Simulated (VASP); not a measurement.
# AlNi3Sb (P-6m2) in VASP: equation of state

How stiff is AlNi3Sb in PBE, and what volume does it want? The cell is scaled to several volumes.

All numbers are computed with VASP 6.6.1; they aren't measurements. Logs are shortened: lines on timing, memory, paths and dates and some standing lists are left out, and cuts for length are marked.

**1. The crystal as given**

Symmetry: P-6m2, No. 187, hexagonal system. Conventional cell: a = 4.119 Å, b = 4.119 Å, c = 4.938 Å, α = 90.00°, β = 90.00°, γ = 120.00°. Sb (site symmetry -6m2) is surrounded by 9 Ni at 2.38 to 2.69 Å. Ni (site symmetry -6m2) has 3 Sb at 2.38 Å and 2 Al at 2.47 Å and 6 Ni at 2.69 Å as nearest neighbours. Around Ni (site symmetry 3m) lie 5 Ni at 2.41 to 2.69 Å and 3 Al at 2.67 Å and 3 Sb at 2.69 Å. Al (site symmetry -6m2) is surrounded by 8 Ni at 2.47 to 2.67 Å.

The cell comes from a database or a generator and needn't be the stable form of this composition.

**2. Equation of state, PBE, collinear spin, ferromagnetic start, 13.64 Å³/atom (volume scaled by 0.94)**

Contents of INCAR:

```
PREC = Accurate
ENCUT = 520
EDIFF = 1E-7
ISMEAR = -1
SIGMA = 0.05
LREAL = False
LASPH = True
NELM = 100
ALGO = Normal
ISIF = 2
LWAVE = False
LCHARG = False
ISPIN = 2
MAGMOM = 0 1 1 1 0
LORBIT = 11
LMAXMIX = 4
GGA = PE
NBANDS = 31
```

Contents of KPOINTS:

```
regular mesh
0
Gamma
  8 8 6
```

Contents of POSCAR:

```
AlNi3Sb
1.0
    4.0349277086      0.0000000000      0.0000000000
   -2.0174638544      3.4943498982      0.0000000000
    0.0000000000      0.0000000000      4.8376428961
Sb Ni Al
1 3 1
Direct
    0.3333333333      0.6666666667      0.5000000000
    0.6666666667      0.3333333333      0.5000000000
    0.0000000000      0.0000000000      0.2442620000
    0.0000000000      0.0000000000      0.7557380000
    0.6666666667      0.3333333333      0.0000000000
```

Potentials or basis: VASP PAW PBE potentials, release 64 (Sb, Ni, Al).

The run is started by

```bash
$ cat potpaw_PBE.64/Sb/POTCAR potpaw_PBE.64/Ni/POTCAR potpaw_PBE.64/Al/POTCAR > POTCAR
$ mpirun -np 1 vasp_std > vasp.out
```

OUTCAR:

```text
PREC = Accurate
   ENCUT = 520
   EDIFF = 1E-7
   ISMEAR = -1
   LREAL = False
   LASPH = True
   NELM = 100
   ISIF = 2
   ISPIN = 2
   LORBIT = 11
   GGA = PE

 Found     40 irreducible k-points:

 Following reciprocal coordinates:
            Coordinates               Weight
  0.000000  0.000000  0.000000      1.000000
  0.125000 -0.000000  0.000000      6.000000
  0.250000 -0.000000  0.000000      6.000000
  0.375000 -0.000000  0.000000      6.000000
  0.500000 -0.000000  0.000000      3.000000
  0.125000  0.125000  0.000000      6.000000
   k-points           NKPTS =     40   k-points in BZ     NKDIM =     40   number of bands    NBANDS=     31
   number of dos      NEDOS =    301   number of ions     NIONS =      5
   total plane-waves  NPLWV =  32400
   dimension x,y,z NGX =    30 NGY =   30 NGZ =   36
   dimension x,y,z NGXF=    60 NGYF=   60 NGZF=   72
   ions per type =               1   3   1
   NGX,Y,Z   is equivalent  to a cutoff of  12.36, 12.36, 12.37 a.u.
   NGXF,Y,Z  is equivalent  to a cutoff of  24.72, 24.72, 24.74 a.u.
 SYSTEM =  unknown system
   PREC   = accura    normal or accurate (medium, high low for compatibility)
   ISTART =      0    job   : 0-new  1-cont  2-samecut
   ICHARG =      2    charge: 1-file 2-atom 10-const
   ISPIN  =      2    spin polarized calculation?
   LNONCOLLINEAR =      F non collinear calculations
   LSORBIT =      F    spin-orbit coupling
   LASPH  =      T    aspherical Exc in radial PAW
   ENCUT  =  520.0 eV  38.22 Ry    6.18 a.u.   7.50  7.50  8.99*2*pi/ulx,y,z
   NELM   =    100;   NELMIN=  2; NELMDL= -5     # of ELM steps
   EDIFF  = 0.1E-06   stopping-criterion for ELM
   LREAL  =      F    real-space projection
   EDIFFG = 0.1E-05   stopping-criterion for IOM
   NSW    =      0    number of steps for IOM
   IBRION =     -1    ionic relax: 0-MD 1-quasi-New 2-CG
   NFREE  =      0    steps in history (QN), initial steepest desc. (CG)
   ISIF   =      2    stress and relaxation
   ISYM   =      2    0-nonsym 1-usesym 2-fastsym
   POTIM  = 0.5000    time-step for ionic-motion
   TEBEG  =    0.0;   TEEND  =   0.0 temperature during run
   PSTRESS=    0.0 pullay stress
   NELECT =      38.0000    total number of electrons
   NUPDOWN=      -1.0000    fix difference up-down
   EMIN   =  10.00;   EMAX   =-10.00  energy-range for DOS
   EFERMI =   0.00;   METHOD = LEGACY
   ISMEAR =    -1;   SIGMA  =   0.05  broadening in eV -4-tet -1-fermi 0-gaus
   EFERMI_NEDOS =   21; number of points for ismear=-14 and -15
   IALGO  =     38    algorithm
   IMIX   =      4    mixing-type and parameters
     AMIX     =   0.40;   BMIX     =  1.00
     AMIX_MAG =   1.60;   BMIX_MAG =  1.00
  volume/ion in A,a.u.               =      13.64        92.06
  Fermi-wavevector in a.u.,A,eV,Ry     =   1.347072  2.545596 24.689161  1.814602
  Thomas-Fermi vector in A             =   2.474852
   LORBIT       =     11    0 simple, 1 ext, 2 COOP (PROOUT), +10 PAW based schemes
   GGA     = PE    functional components
   LHFCALC =     F    Hartree Fock is set to
   AEXX    =    0.0000 exact exchange contribution
   IVDW    =     0    specifies the selected vdW correction
   LEPSILON=     F    determine dielectric tensor
   LRPA    =     F    only Hartree local field effects (RPA)
 spin polarized calculation
  energy-cutoff  :      520.00
  volume of cell :       68.21
 maximum number of plane-waves:      1864
 NGX is ok and might be reduce to    30
   NGX = 15   NGY = 15   NGZ = 17

 number of electron      37.9999970 magnetization      -0.0000089

 number of electron      37.9999970 magnetization       0.0000255

 Free energy of the ion-electron system (eV)
  ---------------------------------------------------
  ext. energy  EPLUGINS =         0.00000000
  ---------------------------------------------------
  free energy    TOTEN  =       -25.25369388 eV

  energy without entropy =      -25.23381270  energy(sigma->0) =      -25.24375329

 E-fermi :  10.0143     XC(G=0): -11.9840

 val. band max:        9.9925329564   @ k =   0.2500  -0.0000   0.5000
 cond. band min:      10.0334451801   @ k =   0.2500   0.1250   0.5000
 fundamental gap:      0.0409122237
 Fermi energy:        10.0143487057

 spin component 1

 k-point     1 :       0.0000    0.0000    0.0000
  band No.  band energies     occupation
      1      -2.7161      1.00000
      2       4.4038      1.00000
      3       4.6053      1.00000
      4       5.0722      1.00000
      5       5.0722      1.00000
      6       6.7879      1.00000
[... 23 lines left out ...]
     30      19.8998      0.00000
     31      19.9001      0.00000

 k-point     2 :       0.1250   -0.0000    0.0000
  band No.  band energies     occupation
      1      -2.5392      1.00000
      2       4.1337      1.00000
      3       4.7384      1.00000
      4       5.1497      1.00000
      5       5.1532      1.00000
      6       6.7897      1.00000
[... 33 lines left out ...]
      4       5.7282      1.00000
      5       5.8539      1.00000
      6       6.3709      1.00000
[... 23 lines left out ...]
     30      21.8833      0.00000
     31      21.9004      0.00000

 k-point     6 :       0.1250    0.1250    0.0000
  band No.  band energies     occupation
      1      -2.1975      1.00000
      2       3.6902      1.00000
      3       4.9862      1.00000
      4       5.2015      1.00000
      5       5.2408      1.00000
      6       6.5976      1.00000
[... 23 lines left out ...]
     30      19.0433      0.00000
     31      20.9125      0.00000

 [... further k-points ...]

 spin component 2

 k-point     1 :       0.0000    0.0000    0.0000
  band No.  band energies     occupation
      1      -2.7161      1.00000
      2       4.4038      1.00000
      3       4.6053      1.00000
      4       5.0722      1.00000
      5       5.0722      1.00000
      6       6.7879      1.00000
[... 23 lines left out ...]
     30      19.8998      0.00000
     31      19.9487      0.00000

 k-point     2 :       0.1250   -0.0000    0.0000
  band No.  band energies     occupation
      1      -2.5392      1.00000
      2       4.1337      1.00000
      3       4.7384      1.00000
      4       5.1497      1.00000
      5       5.1532      1.00000
      6       6.7897      1.00000
[... 23 lines left out ...]
     30      18.7463      0.00000
     31      20.8453      0.00000

 k-point     3 :       0.2500   -0.0000    0.0000
  band No.  band energies     occupation
      1      -2.0341      1.00000
      2       3.4250      1.00000
      3       5.0965      1.00000
      4       5.1858      1.00000
      5       5.3694      1.00000
      6       6.5131      1.00000
[... 23 lines left out ...]
     30      19.7471      0.00000
     31      22.0537      0.00000

 k-point     4 :       0.3750   -0.0000    0.0000
  band No.  band energies     occupation
      1      -1.3225      1.00000
      2       2.4441      1.00000
      3       5.0372      1.00000
      4       5.5238      1.00000
      5       5.6722      1.00000
      6       6.3635      1.00000
[... 23 lines left out ...]
     30      22.7740      0.00000
     31      22.9880      0.00000

 k-point     5 :       0.5000   -0.0000    0.0000
  band No.  band energies     occupation
      1      -0.8786      1.00000
      2       1.8663      1.00000
      3       4.9405      1.00000
      4       5.7282      1.00000
      5       5.8539      1.00000
      6       6.3709      1.00000
[... 23 lines left out ...]
     30      21.8833      0.00000
     31      21.9004      0.00000

 k-point     6 :       0.1250    0.1250    0.0000
  band No.  band energies     occupation
      1      -2.1975      1.00000
      2       3.6902      1.00000
      3       4.9862      1.00000
      4       5.2015      1.00000
      5       5.2408      1.00000
      6       6.5976      1.00000
[... 23 lines left out ...]
     30      19.0433      0.00000
     31      20.9125      0.00000

 [... further k-points ...]

------------------------ aborting loop because EDIFF is reached ----------------------------------------

  FORCE on cell =-STRESS in cart. coord.  units (eV):
  Direction    XX          YY          ZZ          XY          YZ          ZX
  --------------------------------------------------------------------------------------
  -------------------------------------------------------------------------------------
  Total        5.1605027      5.1605027      4.6362219     -0.0000000     -0.0000000      0.0000000
  in kB      121.2178672    121.2178672    108.9027490     -0.0000000     -0.0000000      0.0000000
  external PRESSURE =     117.1128278 kB  Pullay stress =       0.0000000 kB

 VOLUME and BASIS-vectors are now :
 -----------------------------------------------------------------------------
  energy-cutoff  :      520.00
  volume of cell :       68.21
      direct lattice vectors                 reciprocal lattice vectors
     4.034927709  0.000000000  0.000000000     0.247835915  0.143088132  0.000000000
    -2.017463854  3.494349898  0.000000000     0.000000000  0.286176264  0.000000000
     0.000000000  0.000000000  4.837642896     0.000000000  0.000000000  0.206712240

 POSITION                                       TOTAL-FORCE (eV/Angst)
 -----------------------------------------------------------------------------------
     -0.00000      2.32957      2.41882         0.000000      0.000000      0.000000
      2.01746      1.16478      2.41882        -0.000000      0.000000      0.000000
      0.00000      0.00000      1.18165        -0.000000     -0.000000     -0.155068
      0.00000      0.00000      3.65599        -0.000000      0.000000      0.155068
      2.01746      1.16478      0.00000        -0.000000     -0.000000      0.000000
 -----------------------------------------------------------------------------------
    total drift:                                0.000001     -0.000001      0.000000

  FREE ENERGIE OF THE ION-ELECTRON SYSTEM (eV)
  ---------------------------------------------------
  free  energy   TOTEN  =       -25.2536938776 eV

  energy  without entropy=      -25.2338127003  energy(sigma->0) =      -25.24375329

 total charge

# of ion       s       p       d       tot
------------------------------------------
    1        1.089   1.329   0.138   2.557
    2        0.512   0.658   8.586   9.756
    3        0.465   0.499   8.437   9.402
    4        0.465   0.499   8.437   9.402
    5        0.405   0.352   0.000   0.758
--------------------------------------------------
tot          2.937   3.338  25.599  31.874

 magnetization (x)

# of ion       s       p       d       tot
------------------------------------------
    1       -0.000  -0.000   0.000  -0.000
    2        0.000   0.000  -0.000  -0.000
    3        0.000   0.000   0.000   0.000
    4        0.000   0.000   0.000   0.000
    5       -0.000  -0.000   0.000  -0.000
--------------------------------------------------
tot         -0.000   0.000   0.000   0.000
```

Wall time 2.9 min (1 thread of Intel Xeon Platinum 8488C (Sapphire Rapids), shared host); peak memory 0.28 GiB.

What came out:

```yaml
Free_energy: -25.2537 eV
Pressure: 11.7 GPa
Largest_force: 0.155 eV/Å
Band_gap_on_the_k_mesh: none (metal or under the smearing width)
Net_moment: 0.00 μB per cell
Valence_electrons_inside_the_program's_atomic_spheres: Sb 2.56; Ni 9.76, 9.40; Al 0.76
```

**3. Equation of state, PBE, collinear spin, ferromagnetic start, 13.93 Å³/atom (volume scaled by 0.96)**

Contents of INCAR:

```
PREC = Accurate ; ENCUT = 520
EDIFF = 1E-7 ; ISMEAR = -1
SIGMA = 0.05 ; LREAL = False
LASPH = True ; NELM = 150
ALGO = Normal ; ISIF = 2
LWAVE = False ; LCHARG = False
ISPIN = 2 ; MAGMOM = 0 1 1 1 0
LORBIT = 11 ; LMAXMIX = 4
GGA = PE ; NBANDS = 31
```

Contents of KPOINTS:

```
Automatic mesh
0
Gamma
  8 8 6
```

Edit POSCAR of step 2 so:

```diff
@@ -2,5 +2,5 @@
 1.0
-    4.0349277086      0.0000000000      0.0000000000
-   -2.0174638544      3.4943498982      0.0000000000
-    0.0000000000      0.0000000000      4.8376428961
+    4.0633436287      0.0000000000      0.0000000000
+   -2.0316718144      3.5189588069      0.0000000000
+    0.0000000000      0.0000000000      4.8717119263
 Sb Ni Al
```

Potentials or basis: VASP PAW PBE potentials, release 64 (Sb, Ni, Al).

The run is started by

```bash
$ cat potpaw_PBE.64/Sb/POTCAR potpaw_PBE.64/Ni/POTCAR potpaw_PBE.64/Al/POTCAR > POTCAR
$ mpirun -np 1 vasp_std > vasp.out
```

Run time: 3.5 min. Hardware: 1 thread of Intel Xeon Platinum 8488C (Sapphire Rapids), shared host; peak memory 0.28 GiB.

It converged, with:

* Free energy: -25.3421 eV
* Pressure: 7.9 GPa
* Largest force: 0.126 eV/Å
* Band gap on the k mesh: none (metal or under the smearing width)
* Net moment: 0.00 μB per cell
* Valence electrons inside the program's atomic spheres: Sb 2.54; Ni 9.71, 9.36; Al 0.75

**4. Equation of state, PBE, collinear spin, ferromagnetic start, 14.22 Å³/atom (volume scaled by 0.98)**

Contents of INCAR:

```
SYSTEM = AlNi3Sb
PREC = Accurate
ENCUT = 520
EDIFF = 1E-7
ISMEAR = -1
SIGMA = 0.05
LREAL = .FALSE.
LASPH = .TRUE.
NELM = 100
ALGO = Normal
ISIF = 2
LWAVE = .FALSE.
LCHARG = .FALSE.
ISPIN = 2
MAGMOM = 0 1 1 1 0
LORBIT = 11
LMAXMIX = 4
GGA = PE
NBANDS = 31
```

Contents of KPOINTS:

```
Automatic mesh
0
G
  8 8 6
  0 0 0
```

Edit POSCAR of step 3 so:

```diff
@@ -2,5 +2,5 @@
 1.0
-    4.0633436287      0.0000000000      0.0000000000
-   -2.0316718144      3.5189588069      0.0000000000
-    0.0000000000      0.0000000000      4.8717119263
+    4.0913675738      0.0000000000      0.0000000000
+   -2.0456837870      3.5432282552      0.0000000000
+    0.0000000000      0.0000000000      4.9053110013
 Sb Ni Al
```

The run is started by

```bash
$ cat potpaw_PBE.64/Sb/POTCAR potpaw_PBE.64/Ni/POTCAR potpaw_PBE.64/Al/POTCAR > POTCAR
$ mpirun -np 1 vasp_std > vasp.out
```

It took 3.8 min on 1 thread of Intel Xeon Platinum 8488C (Sapphire Rapids), shared host; peak memory 0.28 GiB.

Results (log left out):

```
Free energy                                           : -25.3979 eV
Pressure                                              : 4.5 GPa
Largest force                                         : 0.101 eV/Å
Band gap on the k mesh                                : none (metal or under the smearing width)
Net moment                                            : 0.00 μB per cell
Valence electrons inside the program's atomic spheres : Sb 2.52; Ni 9.66, 9.33; Al 0.74
```

**5. Equation of state, PBE, collinear spin, ferromagnetic start, 14.80 Å³/atom (volume scaled by 1.02)**

Contents of INCAR:

```
SYSTEM = AlNi3Sb
PREC = Accurate ; ENCUT = 520
EDIFF = 1E-7 ; ISMEAR = -1
SIGMA = 0.05 ; LREAL = .FALSE.
LASPH = .TRUE. ; NELM = 120
ALGO = Normal ; ISIF = 2
LWAVE = .FALSE. ; LCHARG = .FALSE.
ISPIN = 2 ; MAGMOM = 0 1 1 1 0
LORBIT = 11 ; LMAXMIX = 4
GGA = PE ; NBANDS = 31
```

KPOINTS is that of step 4.

Edit POSCAR of step 4 so:

```diff
@@ -2,5 +2,5 @@
 1.0
-    4.0913675738      0.0000000000      0.0000000000
-   -2.0456837870      3.5432282552      0.0000000000
-    0.0000000000      0.0000000000      4.9053110013
+    4.1462918133      0.0000000000      0.0000000000
+   -2.0731459067      3.5907940419      0.0000000000
+    0.0000000000      0.0000000000      4.9711619598
 Sb Ni Al
```

The run is started by

```bash
$ cat potpaw_PBE.64/Sb/POTCAR potpaw_PBE.64/Ni/POTCAR potpaw_PBE.64/Al/POTCAR > POTCAR
$ mpirun -np 1 vasp_std > vasp.out
```

Run time: 3.5 min. Hardware: 1 thread of Intel Xeon Platinum 8488C (Sapphire Rapids), shared host; peak memory 0.31 GiB.

It converged, with:

* Free energy: -25.4251 eV
* Pressure: -1.3 GPa
* Largest force: 0.062 eV/Å
* Band gap on the k mesh: none (metal or under the smearing width)
* Net moment: 0.00 μB per cell
* Valence electrons inside the program's atomic spheres: Sb 2.48; Ni 9.57, 9.27; Al 0.73

**6. Equation of state, PBE, collinear spin, ferromagnetic start, 15.09 Å³/atom (volume scaled by 1.04)**

Contents of INCAR:

```
SYSTEM = AlNi3Sb
PREC = Accurate ; ENCUT = 520
EDIFF = 1E-7 ; ISMEAR = -1
SIGMA = 0.05 ; LREAL = .False.
LASPH = .True. ; NELM = 150
ALGO = Normal ; ISIF = 2
LWAVE = .False. ; LCHARG = .False.
ISPIN = 2 ; MAGMOM = 0 1 1 1 0
LORBIT = 11 ; LMAXMIX = 4
GGA = PE ; NBANDS = 31
```

Contents of KPOINTS:

```
Automatic mesh
0
Gamma
  8 8 6
  0 0 0
```

Edit POSCAR of step 5 so:

```diff
@@ -2,5 +2,5 @@
 1.0
-    4.1462918133      0.0000000000      0.0000000000
-   -2.0731459067      3.5907940419      0.0000000000
-    0.0000000000      0.0000000000      4.9711619598
+    4.1732165405      0.0000000000      0.0000000000
+   -2.0866082703      3.6141115396      0.0000000000
+    0.0000000000      0.0000000000      5.0034431368
 Sb Ni Al
```

Potentials or basis: VASP PAW PBE potentials, release 64 (Sb, Ni, Al).

The run is started by

```bash
$ cat potpaw_PBE.64/Sb/POTCAR potpaw_PBE.64/Ni/POTCAR potpaw_PBE.64/Al/POTCAR > POTCAR
$ mpirun -np 1 vasp_std > vasp.out
```

Run time: 3.1 min. Hardware: 1 thread of Intel Xeon Platinum 8488C (Sapphire Rapids), shared host; peak memory 0.32 GiB.

It converged, with:

```yaml
Free_energy: -25.4025 eV
Pressure: -3.7 GPa
Largest_force: 0.047 eV/Å
Band_gap_on_the_k_mesh: none (metal or under the smearing width)
Net_moment: 0.00 μB per cell
Valence_electrons_inside_the_program's_atomic_spheres: Sb 2.46; Ni 9.54, 9.24; Al 0.72
```

**7. Equation of state, PBE, collinear spin, ferromagnetic start, 15.38 Å³/atom (volume scaled by 1.06)**

Contents of INCAR:

```
SYSTEM = AlNi3Sb
  PREC = Accurate
  ENCUT = 520
  EDIFF = 1E-7
  ISMEAR = -1
  SIGMA = 0.05
  LREAL = .FALSE.
  LASPH = .TRUE.
  NELM = 100
  ALGO = Normal
  ISIF = 2
  LWAVE = .FALSE.
  LCHARG = .FALSE.
  ISPIN = 2
  MAGMOM = 0 1 1 1 0
  LORBIT = 11
  LMAXMIX = 4
  GGA = PE
  NBANDS = 31
```

Contents of KPOINTS:

```
Automatic mesh
0
G
  8 8 6
  0 0 0
```

Edit POSCAR of step 6 so:

```diff
@@ -2,5 +2,5 @@
 1.0
-    4.1732165405      0.0000000000      0.0000000000
-   -2.0866082703      3.6141115396      0.0000000000
-    0.0000000000      0.0000000000      5.0034431368
+    4.1997982543      0.0000000000      0.0000000000
+   -2.0998991272      3.6371319790      0.0000000000
+    0.0000000000      0.0000000000      5.0353130606
 Sb Ni Al
```

The run is started by

```bash
$ cat potpaw_PBE.64/Sb/POTCAR potpaw_PBE.64/Ni/POTCAR potpaw_PBE.64/Al/POTCAR > POTCAR
$ mpirun -np 1 vasp_std > vasp.out
```

It took 3.4 min on 1 thread of Intel Xeon Platinum 8488C (Sapphire Rapids), shared host; peak memory 0.32 GiB.

The run converged. Its results:

```
Free energy                                           : -25.3593 eV
Pressure                                              : -5.8 GPa
Largest force                                         : 0.034 eV/Å
Band gap on the k mesh                                : none (metal or under the smearing width)
Net moment                                            : 0.00 μB per cell
Valence electrons inside the program's atomic spheres : Sb 2.45; Ni 9.50, 9.21; Al 0.71
```

**8. Equation of state, PBE, collinear spin, ferromagnetic start**

This step only gathers the single runs of the series.

Results:

```
Equilibrium volume                        : 14.66 Å³/atom
Bulk modulus at fixed shape and positions : 136 GPa
Pressure derivative of the bulk modulus   : 4.8
```

Energy against volume, from the lowest point:
```csv
volume (Å³/atom),energy (meV/atom)
13.642,34.27
13.932,16.58
14.222,5.44
14.512,0.12
14.803,0.00
15.093,4.52
15.383,13.16
```

Caveat: the cell was scaled at fixed shape and fractional positions, which overstates the stiffness of a crystal with free parameters, most of all of layers and chains. The run has no spin-orbit coupling, so splittings on Sb are missing.
